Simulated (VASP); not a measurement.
Crystal: Ba.

```
CELL_PARAMETERS angstrom
-2.51250 2.51250 2.51250
2.51250 -2.51250 2.51250
2.51250 2.51250 -2.51250
ATOMIC_POSITIONS crystal
Ba 0.00000 0.00000 0.00000
```

```yaml
Program: VASP 6.6.1
Task: relaxation of cell and atoms
Functional: PBEsol
Potentials_or_basis: VASP PAW PBE potentials, release 64 (Ba_sv)
Cutoff: 580 eV
k_mesh: 12 × 12 × 12
Occupations: gaussian, width 0.1 eV
Spin: no spin polarisation
```

At the start: pressure -0.7 GPa; volume 63.44 Å³/atom.

Task: How do energy, volume and symmetry change on relaxing?

Result: Over 4 steps the energy falls by 10.7 meV/atom and the volume is 58.48 Å³/atom (-7.8 %); space group Im-3m (No. 229, to 0.05 Å).

The path:
```csv
step,energy change (eV),largest force (eV/Å),pressure (GPa),volume (Å³)
1,0.0000,0.0000,-0.66,63.44
2,-0.0077,0.0000,-0.37,61.06
3,-0.0107,0.0000,-0.03,58.68
4,-0.0107,0.0000,0.00,58.48
```

Final structure:
```xyz
1
Lattice="-2.4453 2.4453 2.4453 2.4453 -2.4453 2.4453 2.4453 2.4453 -2.4453" Properties=species:S:1:pos:R:3 pbc="T T T"
Ba    0.0000    0.0000    0.0000
```

Caveat: the PAW data sets were made with another functional, which shifts forces and pressure a little.
